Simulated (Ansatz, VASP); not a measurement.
## Pd (Pd wire along [100], 24 atoms a period): VASP beside Ansatz

Wanted: the spread between two codes on one cell, functional and k mesh. The structure shown is the start of the Ansatz relaxation below; VASP solves that cell, so the two are compared at the walk's first step.

Method: plane waves, with VASP 6.6.1 beside it; single point at PBE, in Ansatz 0.2.0.

**1. Set-up**

The cell holds 24 atoms: 24 Pd. Cell: a = 16.650 Å, b = 16.650 Å, c = 3.940 Å, α = 90.0°, β = 90.0°, γ = 90.0°. Vacuum lies along a and b. The structure's axis is c.

**2. Ansatz: relaxation, PBE**

Ansatz runs on its PAW soft_1 files.

The two programs are compared at the cell with which this relaxation starts, whose forces are those of its first step.

Contents of input.yaml:

```yaml
crystal:
  lattice:
    - [16.65, 0.0, 0.0]
    - [0.0, 16.65, 0.0]
    - [0.0, 0.0, 3.94]
  atoms:
    - { symbol: Pd, position: [0.204204204, 0.440840841, 0.0] }
    - { symbol: Pd, position: [0.322522523, 0.322522523, 0.0] }
    - { symbol: Pd, position: [0.322522523, 0.559159159, 0.0] }
    - { symbol: Pd, position: [0.440840841, 0.204204204, 0.0] }
    - { symbol: Pd, position: [0.440840841, 0.440840841, 0.0] }
    - { symbol: Pd, position: [0.440840841, 0.677477477, 0.0] }
    - { symbol: Pd, position: [0.559159159, 0.322522523, 0.0] }
    - { symbol: Pd, position: [0.559159159, 0.559159159, 0.0] }
    - { symbol: Pd, position: [0.559159159, 0.795795796, 0.0] }
    - { symbol: Pd, position: [0.677477477, 0.440840841, 0.0] }
    - { symbol: Pd, position: [0.677477477, 0.677477477, 0.0] }
    - { symbol: Pd, position: [0.795795796, 0.559159159, 0.0] }
    - { symbol: Pd, position: [0.204204204, 0.559159159, 0.5] }
    - { symbol: Pd, position: [0.322522523, 0.440840841, 0.5] }
    - { symbol: Pd, position: [0.322522523, 0.677477477, 0.5] }
    - { symbol: Pd, position: [0.440840841, 0.322522523, 0.5] }
    - { symbol: Pd, position: [0.440840841, 0.559159159, 0.5] }
    - { symbol: Pd, position: [0.440840841, 0.795795796, 0.5] }
    - { symbol: Pd, position: [0.559159159, 0.204204204, 0.5] }
    - { symbol: Pd, position: [0.559159159, 0.440840841, 0.5] }
    - { symbol: Pd, position: [0.559159159, 0.677477477, 0.5] }
    - { symbol: Pd, position: [0.677477477, 0.322522523, 0.5] }
    - { symbol: Pd, position: [0.677477477, 0.559159159, 0.5] }
    - { symbol: Pd, position: [0.795795796, 0.440840841, 0.5] }
kpoints:
  mp_grid: { grid: [1, 1, 21] }
scf:
  occupations: { method: fermi_dirac, width: 0.05 }
hamiltonian:
  xc: pbe
  pseudopotentials: { kind: paw, azcp: { folder: soft_1 } }
relax:
  cell: { fix: [a, b, alpha, beta, gamma] }
  max_steps: 45
  f_tol: 0.03
```

On the command line:

```bash
ansatz run input.yaml --threads 4 --pin off --max-ram 16384MiB --backend cpu --events-out ev --progress --plain --runs-dir out
```

Numbers of over 12 decimals in the logs are rounded to 6 here.

The program printed:

```text
Engine: ansatz 0.2.0, aarch64-unknown-linux-gnu
Pseudopotentials: kind: paw
Pseudopotential: Pd, paw, valence charge 18, recommended cutoff 420 eV (normal), soft_1/Pd.paw.azcp
Functional definition: PBE
  parameter kappa = 0.804
  parameter beta = 0.066725
  exchange = pbe_x(kappa = kappa, mu = beta*pi^2/3)
  correlation = pbe_c(beta = beta)
Crystal: 24 atoms, lattice volume = 1092.257 Å³
Basis set: ecut = 420 eV, 21477 PW (Γ), exchange–correlation on 240×240×54 points (8 copies of the dense FFT grid, shifted against one another)
Bands: 260, of which v1, the nominal top of the filled ones, is band 216 counted from 1 (215 counted from 0)
Symmetry: 16 space group operations
Space group: P42/mcm (ITA 132), of the structure as read, at distance tolerance 1.0e-4 Å
k-points: 11 of 21
Non-local potential: Pd, projectors of the file, l = 0: 2, l = 1: 2, l = 2: 2, l = 3: 1
PAW form: soft (Blöchl's): semilocal exchange-correlation on the pseudo side does not see the compensation charge
PAW one-centre angular grid: Pd, 590 points (default); XC on 64 Gauss nodes
Initial density: superposition of atomic densities (neutral atoms: chi_scale 0, normalization atom)
Initial wavefunctions: pseudopotential atomic-orbital guess
Functional: x = pbe(κ = 0.804, μ = 0.219515), c = pbe(β = 0.066725)
SCF iter   1: F=—  HF=-167357.063543 eV  |F-HF|=—  |Δ(HF+E_count)|=         —  Δρ=9.36e-2  dr2=1.50e2  ethr=3.10e-3  ⟨swp⟩=6.2  Hψ=10356  notcnv=0  defer=135
preconditioner: auto → LDOS  [metal: Δε(μ)=0.015 eV  Ē_g=5.187 eV  σ=0.050 eV  W_gap=0.07  n_scr=258 (ndim 8)  ℏωp=17.4 eV  f_vac=0.588  D(μ)=48.99/eV (n_scr^D=418)  β→1.0]
SCF iter   2: F=—  HF=-167366.807675 eV  |F-HF|=—  |Δ(HF+E_count)|=    9.74e0  Δρ=1.08e-1  dr2=1.21e2  ethr=3.10e-3  ⟨swp⟩=3.8  Hψ=7406  notcnv=0  defer=290
SCF iter   3: F=—  HF=-167335.144705 eV  |F-HF|=—  |Δ(HF+E_count)|=    3.17e1  Δρ=1.82e-2  dr2=7.44e0  ethr=3.10e-3  ⟨swp⟩=3.5  Hψ=6321  notcnv=0  defer=351
SCF iter   4: F=—  HF=-167334.726208 eV  |F-HF|=—  |Δ(HF+E_count)|=   4.18e-1  Δρ=4.14e-3  dr2=1.55e0  ethr=1.72e-3  ⟨swp⟩=3.1  Hψ=4510  notcnv=0  defer=299
SCF iter   5: F=—  HF=-167334.634282 eV  |F-HF|=—  |Δ(HF+E_count)|=   9.19e-2  Δρ=2.83e-3  dr2=1.20e-1  ethr=3.60e-4  ⟨swp⟩=2.1  Hψ=3850  notcnv=0  defer=299
SCF iter   6: F=—  HF=-167334.624886 eV  |F-HF|=—  |Δ(HF+E_count)|=   9.40e-3  Δρ=1.03e-3  dr2=2.57e-2  ethr=2.79e-5  ⟨swp⟩=2.0  Hψ=3930  notcnv=0  defer=299
SCF iter   7: F=—  HF=-167334.624587 eV  |F-HF|=—  |Δ(HF+E_count)|=   2.99e-4  Δρ=5.99e-4  dr2=8.07e-3  ethr=5.96e-6  ⟨swp⟩=2.2  Hψ=3413  notcnv=0  defer=299
SCF iter   8: F=—  HF=-167334.624421 eV  |F-HF|=—  |Δ(HF+E_count)|=   1.66e-4  Δρ=3.11e-4  dr2=1.78e-3  ethr=1.87e-6  ⟨swp⟩=2.0  Hψ=3452  notcnv=0  defer=299
SCF iter   9: F=—  HF=-167334.624323 eV  |F-HF|=—  |Δ(HF+E_count)|=   9.76e-5  Δρ=1.24e-4  dr2=4.02e-4  ethr=4.12e-7  ⟨swp⟩=2.0  Hψ=3411  notcnv=0  defer=299
SCF iter  10: F=—  HF=-167334.624366 eV  |F-HF|=—  |Δ(HF+E_count)|=   4.31e-5  Δρ=6.71e-5  dr2=1.05e-4  ethr=9.29e-8  ⟨swp⟩=1.8  Hψ=2720  notcnv=0  defer=299
SCF iter  11: F=—  HF=-167334.624369 eV  |F-HF|=—  |Δ(HF+E_count)|=   2.79e-6  Δρ=2.58e-5  dr2=1.73e-5  ethr=2.43e-8  ⟨swp⟩=2.0  Hψ=2945  notcnv=0  defer=299
SCF iter  12: F=—  HF=-167334.624753 eV  |F-HF|=—  |Δ(HF+E_count)|=   3.84e-4  Δρ=9.52e-6  dr2=2.33e-6  ethr=4.01e-9  ⟨swp⟩=2.0  Hψ=4108  notcnv=0  defer=299
SCF iter  13: F=—  HF=-167334.624753 eV  |F-HF|=—  |Δ(HF+E_count)|=   3.95e-7  Δρ=5.13e-6  dr2=7.53e-7  ethr=5.40e-10  ⟨swp⟩=1.9  Hψ=3467  notcnv=0  defer=299
SCF iter  14: F=—  HF=-167334.624753 eV  |F-HF|=—  |Δ(HF+E_count)|=   3.07e-8  Δρ=3.21e-6  dr2=2.55e-7  ethr=1.74e-10  ⟨swp⟩=2.0  Hψ=3571  notcnv=0  defer=299
SCF iter  15: F=-167334.624753 eV  HF=-167334.624753 eV  |F-HF|=4.15e-8  |Δ(HF+E_count)|=   7.33e-9  Δρ=1.62e-6  dr2=7.58e-8  ethr=2.31e-11  ⟨swp⟩=4.0  Hψ=8492  notcnv=0
SCF 1 converged in 15 iterations: F = -167334.624753 eV  dr2 = 7.58e-8
  greatest PAW one-centre occupation: 0.999 electrons in one spin orbital (limit 2), on the Pd atom at site 23 (counted from 0), in its partial waves of l = 0
relax step   1: F+E_penalty+E_count = -167334.62475302 eV  Δ(F+E_penalty+E_count) = +0.000e0 eV  max|allowed force component| = 5.748e-1 eV/Å  Δτ_max = 0.0000 Å  P = -2.057 GPa  Ω = 1092.257 Å³  fix = [a, b, alpha, beta, gamma]  reactions: a -1.798, b -1.798 GPa  (15 SCF iters, dr2 threshold 1.00e-7 eV, accepted)
[...]
relax step  13: F+E_penalty+E_count = -167337.18836161 eV  Δ(F+E_penalty+E_count) = -4.461e-4 eV  max|allowed force component| = 4.787e-3 eV/Å  Δτ_max = 0.0040 Å  P = -0.219 GPa  Ω = 763.337 Å³  energy of the carried Pulay correction = +4.446e-2 eV  fix = [a, b, alpha, beta, gamma]  reactions: a -0.324, b -0.324 GPa  (10 SCF iters, dr2 threshold 8.13e-9 eV, accepted)
[...]
relax step  14: F+E_penalty+E_count = -167337.15611290 eV  Δ(F+E_penalty+E_count) = +3.225e-2 eV  max|allowed force component| = 6.009e-3 eV/Å  Δτ_max = 0.0000 Å  P = -0.210 GPa  Ω = 763.337 Å³  fix = [a, b, alpha, beta, gamma]  reactions: a -0.311, b -0.311 GPa  stress off target by 8.10e-3 GPa on what of the cell is left free  SCF on the basis re-selected at this cell (its energy is not comparable with the rows above)  (8 SCF iters)
basis re-selected at this cell: Δ(F+E_penalty+E_count) = +3.225e-2 eV, ΔP = +0.009 GPa vs the last step (what re-selecting the basis moved, of the pressure what is left beyond the Pulay correction that the steps carried, after the strain that the cell walked since its last selection, with what the two solves' SCF thresholds leave and, on support functions, any second-order correction that the steps lacked; it is no measure of the basis error at this ecutwfc). The dense FFT grid was sized anew with the basis: this SCF ran on 120×120×20 points, the steps before it on 120×120×27, so part of this shift can come from that change (see relax.cell in the input reference). [rest of the remark cut]
SCF converged after 8 iterations
Free energy (F): -167337.156113 eV
Harris-Foulkes:  -167337.156113 eV  (|F-HF|=1.16e-10)
Internal energy: -167336.736829 eV  (E = F + TS)
E sigma→0 (E₀):  -167336.946471 eV
Entropy (-TS):   -0.419284 eV (-17.470 meV/atom)
Fermi energy:    6.464874 eV
--- Per-component energies (eV) ---
  E_band       = -8885.207110
  E_kinetic    = 10768.477175
  E_local      = -299367.196051  (includes V_loc(G=0)·N_el)
  E_nonlocal   = 8911.940952
  E_hartree    = 142620.527693
  E_xc         = -3304.173296
  E_vxc        = -4175.256128  (∫ρ·V_xc dr)
  E_paw        = -91475.438267  (= ΣΔE_a)
  E_vpaw       = -10264.231180  (= ΣTr[D̂ρ^β])
  E_aug_tail   = 0.005558  (compensation charges beyond the density's cutoff)
  E_ewald      = 64509.119406
  E_smearing   = -0.419284  (= −TS)
  E_closure    = -0.000000  (closes the sum)
  Σ components = -167337.156113   (vs F -167337.156113, Δ=0.00e0)
--- Forces (eV/Å), atoms counted from 1 ---
  atom   1  Pd     0.00244154    -0.00600911     0.00000000
  atom   2  Pd    -0.00284062    -0.00284062    -0.00000000
  atom   3  Pd    -0.00346943    -0.00195883    -0.00000000
  atom   4  Pd    -0.00600911     0.00244154    -0.00000000
  atom   5  Pd    -0.00450182    -0.00450182    -0.00000000
  atom   6  Pd     0.00195883     0.00346943     0.00000000
  atom   7  Pd    -0.00195883    -0.00346943    -0.00000000
  atom   8  Pd     0.00450182     0.00450182     0.00000000
  atom   9  Pd     0.00600911    -0.00244154     0.00000000
  atom  10  Pd     0.00346943     0.00195883     0.00000000
  atom  11  Pd     0.00284062     0.00284062     0.00000000
  atom  12  Pd    -0.00244154     0.00600911    -0.00000000
  atom  13  Pd     0.00244154     0.00600911     0.00000000
  atom  14  Pd    -0.00346943     0.00195883    -0.00000000
  atom  15  Pd    -0.00284062     0.00284062    -0.00000000
  atom  16  Pd     0.00195883    -0.00346943     0.00000000
  atom  17  Pd    -0.00450182     0.00450182    -0.00000000
  atom  18  Pd    -0.00600911    -0.00244154    -0.00000000
  atom  19  Pd     0.00600911     0.00244154     0.00000000
  atom  20  Pd     0.00450182    -0.00450182     0.00000000
  atom  21  Pd    -0.00195883     0.00346943    -0.00000000
  atom  22  Pd     0.00284062    -0.00284062     0.00000000
  atom  23  Pd     0.00346943    -0.00195883     0.00000000
  atom  24  Pd    -0.00244154    -0.00600911    -0.00000000
  max |Σ_I F_I| component: 8.67e-19 eV/Å
--- Stress (GPa, compression-positive) ---
       -0.311447      -0.000000      -0.000000
       -0.000000      -0.311447       0.000000
       -0.000000       0.000000      -0.008104
  P = ⅓ Tr σ = -0.2103 GPa (-2.103 kbar)
--- Relaxed structure (13 steps of the walk, 13 accepted, 1 SCFs on fresh bases) ---
  F+E_penalty+E_count = -167337.15611290 eV   max|allowed force component| = 6.009e-3 eV/Å   (the final SCF, on the basis selected at the relaxed cell)
  cell:  # Å, volume = 763.3368 Å³
    - [16.65, 0, 0]
    - [0, 16.65, 0]
    - [0, 0, 2.753517]
  atoms:
    - { symbol: Pd, position: [0.153736, 0.428917, 0] }
    - { symbol: Pd, position: [0.287533, 0.287533, 0] }
    - { symbol: Pd, position: [0.291690, 0.571051, 0] }
    - { symbol: Pd, position: [0.428917, 0.153736, 0] }
    - { symbol: Pd, position: [0.430305, 0.430305, 0] }
    - { symbol: Pd, position: [0.428949, 0.708310, 0] }
    - { symbol: Pd, position: [0.571051, 0.291690, 0] }
    - { symbol: Pd, position: [0.569695, 0.569695, 0] }
    - { symbol: Pd, position: [0.571083, 0.846264, 0] }
    - { symbol: Pd, position: [0.708310, 0.428949, 0] }
    - { symbol: Pd, position: [0.712467, 0.712467, 0] }
    - { symbol: Pd, position: [0.846264, 0.571083, 0] }
    - { symbol: Pd, position: [0.153736, 0.571083, 0.5] }
    - { symbol: Pd, position: [0.291690, 0.428949, 0.5] }
    - { symbol: Pd, position: [0.287533, 0.712467, 0.5] }
    - { symbol: Pd, position: [0.428949, 0.291690, 0.5] }
    - { symbol: Pd, position: [0.430305, 0.569695, 0.5] }
    - { symbol: Pd, position: [0.428917, 0.846264, 0.5] }
    - { symbol: Pd, position: [0.571083, 0.153736, 0.5] }
    - { symbol: Pd, position: [0.569695, 0.430305, 0.5] }
    - { symbol: Pd, position: [0.571051, 0.708310, 0.5] }
    - { symbol: Pd, position: [0.712467, 0.287533, 0.5] }
    - { symbol: Pd, position: [0.708310, 0.571051, 0.5] }
    - { symbol: Pd, position: [0.846264, 0.428917, 0.5] }
```

(Continued in part 2 of 2.)

[Lines on the potential files, build, host, timing and source positions are cut from VASP's logs without a mark.]

[Logs are printed without paths, hosts, clocks, repeated set-up lines and the standing remarks that a program may print on its own settings, such as how far it seeks lower states.]

[Hosts, paths, dates, database ids (printed as entryN), source tags and the programs' standing remarks are cut or masked in the printed files.]
